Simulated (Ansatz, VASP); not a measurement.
# Cross-check of TiSeS between VASP and Ansatz, part 2 of 2

Aim: how closely do two programs agree when they are given the same cell, functional and k mesh? Of the first pair: The structure shown is the start of the Ansatz relaxation below; VASP solves that cell, so the two are compared at the walk's first step.

VASP 6.6.1 and Ansatz 0.2.0.

So far. Step 4 (Side by side): The forces differ by 14 meV/Å r.m.s., which is 44.4 % of the r.m.s. force of 0.032 eV/Å (both taken over all components). Where the cell holds vacuum, a pressure given here is an average over it and none of the material. Step 6 (Ansatz: relaxation, PBEsol): This is the run of step 2 again, met here at its other cell.

## (7) VASP: single point, PBEsol, relaxed atoms in a fixed cell, pair 2

Level of this step: PBEsol, no spin polarisation; plane waves and PAW (Ti_sv, S, Se) (VASP).

The same cell, functional, mesh and smearing now go to VASP, with its own data sets.

The input, INCAR:

```
SYSTEM = TiSeS
PREC = Accurate
ENCUT = 400
EDIFF = 1E-06
NELM = 120
ISMEAR = 1
SIGMA = 0.2
LREAL = .FALSE.
ALGO = Normal
GGA = PS
NBANDS = 18
LASPH = .TRUE.
LORBIT = 11
LWAVE = .FALSE.
LCHARG = .FALSE.
ISIF = 2
LDIPOL = .TRUE.
IDIPOL = 3
DIPOL = 0.5 0.5 0.332
LVHAR = .TRUE.
GGA_COMPAT = .FALSE.
NELMDL = -8
KPAR = 2
```

The input, POSCAR:

```
TiSeS
1.0
    3.4099453813      0.0000000000      0.0000000000
   -1.7049726907      2.9826303190      0.0000000000
    0.0000000000      0.0000000000     30.0000000000
Ti S Se
1 1 1
Direct
    0.0002333441      0.0004666883      0.3353343574
    0.3325310398      0.6650620796      0.3798672179
    0.6672356160      0.3344712321      0.2814650914
```

The input, KPOINTS:

```
Automatic mesh
0
Gamma
15 15 1
0 0 0
```

The projector-augmented-wave data sets are Ti_sv, S and Se (PBE family, release 64).

Launch:

```bash
mpirun -np 2 vasp_std
```

Numbers of over 12 decimals in the logs are rounded to 6 here.

Output:

```text
[banner, memory and clock lines left out]
running    2 mpi-ranks, on    1 nodes
[...]
[... a notice as in an earlier step ...]

 LDA part: xc-table for (Slater+PW92), standard interpolation
 POSCAR, INCAR and KPOINTS ok, starting setup
[...]
entering main loop
       N       E                     dE             d eps       ncg     rms          rms(c)
DAV:   1     0.157891808206E+03    0.15789E+03   -0.96510E+03  2840   0.825E+02
DAV:   2     0.401841288089E+00   -0.15749E+03   -0.15346E+03  3130   0.230E+02
DAV:   3    -0.225875889838E+02   -0.22989E+02   -0.22910E+02  4066   0.806E+01
DAV:   4    -0.235080890259E+02   -0.92050E+00   -0.91880E+00  3162   0.156E+01
[...]
DAV:  28    -0.202426103416E+02   -0.16184E-05   -0.49826E-08  1854   0.109E-03    0.498E-04
DAV:  29    -0.202426114192E+02   -0.10776E-05   -0.35308E-08  1740   0.767E-04    0.150E-04
DAV:  30    -0.202426117553E+02   -0.33610E-06   -0.56361E-09  1516   0.389E-04
   1 F= -.20242612E+02 E0= -.20242974E+02  d E =0.108606E-02
```

From OUTCAR (step 7):

```text
  Total       -0.1124033     -0.4467747     -0.0057086      0.0000000     -0.0003326      0.0000000
  in kB       -0.5902303     -2.3460163     -0.0299756      0.0000000     -0.0017466      0.0000000
  external PRESSURE =      -0.9887408 kB  Pullay stress =       0.0000000 kB

 POSITION                                       TOTAL-FORCE (eV/Angst)
 -----------------------------------------------------------------------------------
     -0.00000      0.00139     10.06003        -0.000000      0.000433      0.004719
     -0.00000      1.98363     11.39602         0.000000     -0.000410      0.027394
      1.70497      0.99760      8.44395         0.000000     -0.000023     -0.032114
 -----------------------------------------------------------------------------------
    total drift:                                0.000000      0.000146      0.000369

  FREE ENERGIE OF THE ION-ELECTRON SYSTEM (eV)
  ---------------------------------------------------
  free  energy   TOTEN  =       -20.2426117553 eV

  energy  without entropy=      -20.2436978116  energy(sigma->0) =      -20.24297377

[... 2 parts as in an earlier step ...]

[... 1 further part left out ...]
[key lines of the parts left out:]
E-fermi :  -3.3403
```

The run ends at a pressure of -0.10 GPa, with forces up to 0.032 eV/Å.

## (8) Side by side

What differs besides the data sets and the points named for the pairs above, as far as they apply: the data sets hold 34 valence electrons in Ansatz (on its PAW soft_1 files) and 24 in VASP. Total energies have different zeros and are not compared.

The largest component of a force difference here is 32 meV/Å. Where the cell holds vacuum, a pressure given here is an average over it and none of the material.

## (9) Ansatz: relaxation, PBEsol

The two programs are compared at the cell with which this relaxation starts, whose forces are those of its first step.

The structure compared here is the start of the Ansatz relaxation; VASP solves that cell, so the two are compared at the walk's first step.

The input, input.yaml:

```yaml
crystal:
  lattice:
    - [3.4781442889, 0.0, 0.0]
    - [-1.7390721445, 2.9530993257, 0.0]
    - [0.0, 0.0, 30.0]
  atoms:
    - { symbol: Ti, position: [-0.0002782095, -0.000556419, 0.3353344614] }
    - { symbol: S, position: [0.3341624817, 0.6683249634, 0.3798673839] }
    - { symbol: Se, position: [0.6661157278, 0.3322314556, 0.2814648214] }
  periodic: [true, true, false]
kpoints:
  mp_grid: { grid: [15, 15, 1] }
hamiltonian:
  xc: pbesol
  pseudopotentials: { kind: paw, azcp: { folder: soft_1 }, xc_functional: pbe }
scf:
  occupations: { method: methfessel_paxton, width: 0.2 }
output:
  forces: true
  stress: true
  eigenvalues: true
relax:
  adjacent_minimum: "off"
  f_tol: 0.001
  max_steps: 60
```

Launch:

```bash
ansatz run input.yaml --threads 8 --pin off --max-ram 16384MiB --backend cpu --events-out ev --progress --plain --runs-dir out
```

Output:

```text
[...]
Crystal: 3 atoms, lattice volume = 308.139 Å³
Basis set: ecut = 420 eV, 6001 PW (Γ), exchange–correlation on 48×48×432 points (8 copies of the dense FFT grid, shifted against one another)
Bands: 21, of which v1, the nominal top of the filled ones, is band 17 counted from 1 (16 counted from 0)
Symmetry: 2 space group operations
[...]
F+E_penalty+E_count = -8786.69595371 eV   max|allowed force component| = 7.750e-5 eV/Å
  cell:  # Å, volume = 308.1392 Å³
    - [3.4781442889, 2.944484620287892e-11, 0.0]
    - [-1.739072144475, 2.953099, 0.0]
    - [0.0, 0.0, 30.0]
  atoms:
    - { symbol: Ti, position: [-0.000637464, -0.00127493, 0.335360] }
    - { symbol: S, position: [0.334972, 0.669945, 0.379598] }
    - { symbol: Se, position: [0.665665, 0.331330, 0.281708] }
[key lines of the parts left out:]
SCF converged after 6 iterations
Free energy (F): -8786.695954 eV
Fermi energy:    -5.456725 eV
P = ½ c Tr σ = -0.7952 N/m
```

## (10) VASP: single point, PBEsol, start cell, pair 3

The same cell, functional, mesh and smearing now go to VASP, with its own data sets.

INCAR is that of step 7.

The input, POSCAR:

```
TiSeS
1.0
    3.4781442889      0.0000000000      0.0000000000
   -1.7390721445      2.9530993257      0.0000000000
    0.0000000000      0.0000000000     30.0000000000
Ti S Se
1 1 1
Direct
    0.9997218177      0.9994436354      0.3353344667
    0.3341624819      0.6683249638      0.3798674000
    0.6661156452      0.3322312905      0.2814648333
```

KPOINTS is that of step 7.

Launch:

```bash
mpirun -np 2 vasp_std
```

Output:

```text
[... set-up lines as in an earlier step ...]
 entering main loop
       N       E                     dE             d eps       ncg     rms          rms(c)
DAV:   1     0.156852139422E+03    0.15685E+03   -0.96694E+03  2840   0.824E+02
DAV:   2     0.224103735652E+00   -0.15663E+03   -0.15276E+03  3100   0.228E+02
DAV:   3    -0.226301705877E+02   -0.22854E+02   -0.22734E+02  4038   0.803E+01
DAV:   4    -0.235651313929E+02   -0.93496E+00   -0.93308E+00  3234   0.156E+01
[...]
DAV:  28    -0.202362119754E+02   -0.17952E-05   -0.63250E-08  1842   0.868E-04    0.560E-04
DAV:  29    -0.202362132716E+02   -0.12962E-05   -0.37647E-08  1784   0.812E-04    0.807E-05
DAV:  30    -0.202362137058E+02   -0.43424E-06   -0.83491E-09  1512   0.379E-04
   1 F= -.20236214E+02 E0= -.20236697E+02  d E =0.145025E-02
```

From OUTCAR (step 10):

```text
  Total       -1.0225595     -0.3104021     -0.2545450      0.0000000      0.0710465     -0.0000000
  in kB       -5.3168240     -1.6139435     -1.3235133      0.0000000      0.3694078     -0.0000000
  external PRESSURE =      -2.7514269 kB  Pullay stress =       0.0000000 kB

 POSITION                                       TOTAL-FORCE (eV/Angst)
 -----------------------------------------------------------------------------------
      1.73907      2.95146     10.06003         0.000000     -0.016244      0.018427
     -0.00000      1.97363     11.39602        -0.000000      0.033168     -0.064838
      1.73907      0.98111      8.44394         0.000000     -0.016925      0.046411
 -----------------------------------------------------------------------------------
    total drift:                                0.000000     -0.000186      0.000399

  FREE ENERGIE OF THE ION-ELECTRON SYSTEM (eV)
  ---------------------------------------------------
  free  energy   TOTEN  =       -20.2362137058 eV

  energy  without entropy=      -20.2376639521  energy(sigma->0) =      -20.23669712

[... 1 part as in an earlier step ...]

[... 2 further parts left out ...]
[key lines of the parts left out:]
E-fermi :  -3.3719
```

The run ends at a pressure of -0.28 GPa, with forces up to 0.073 eV/Å.

## (11) Side by side

What differs besides the data sets and the points named for the pairs above, as far as they apply: the data sets hold 34 valence electrons in Ansatz (on its PAW soft_1 files) and 24 in VASP. Total energies have different zeros and are not compared.

Forces (eV/Å; atoms numbered as in POSCAR):

```
atom        Ansatz x, y, z          VASP x, y, z
 Ti1  0.000, -0.017, 0.015  0.000, -0.016, 0.018
  S2  0.000, 0.033, -0.092  0.000, 0.033, -0.065
 Se3  0.000, -0.016, 0.078  0.000, -0.017, 0.046
```

The forces differ by 14 meV/Å r.m.s., which is 45.8 % of the r.m.s. force of 0.030 eV/Å (both taken over all components). Where the cell holds vacuum, a pressure given here is an average over it and none of the material.

## (12) Summary of results

```json
{
  "r.m.s. force difference (single point, PBEsol, start cell, pair 1)": "14 meV/Å",
  "r.m.s. force difference (single point, PBEsol, relaxed atoms in a fixed cell, pair 2)": "14 meV/Å",
  "r.m.s. force difference (single point, PBEsol, start cell, pair 3)": "14 meV/Å"
}
```

In words: The r.m.s. force difference is 14 meV/Å (single point, PBEsol, relaxed atoms in a fixed cell, pair 2), beyond the 12 meV/Å picked in this series as the mark of a large difference. The data sets hold unlike numbers of valence electrons (34 in Ansatz and 24 in VASP), so part of the differences may come from the potentials. Single point, PBEsol, start cell, pair 1, VASP with the data sets Ti, S and Se_sv_GW and a cutoff of 620 eV: r.m.s. force difference goes from 14 to 26 meV/Å. What causes the difference of the single point, PBEsol, relaxed atoms in a fixed cell, pair 2 pair stays open here. What causes the difference of the single point, PBEsol, start cell, pair 3 pair stays open here. 11 further pairs of this series are not shown here. How closely two codes agree says nothing of how well the functional describes the real material.

[Lines on the potential files, build, host, timing and source positions are cut from VASP's logs without a mark.]

[Logs are printed without paths, hosts, clocks, repeated set-up lines and the standing remarks that a program may print on its own settings, such as how far it seeks lower states.]

[Hosts, paths, dates, database ids (printed as entryN), source tags and the programs' standing remarks are cut or masked in the printed files.]
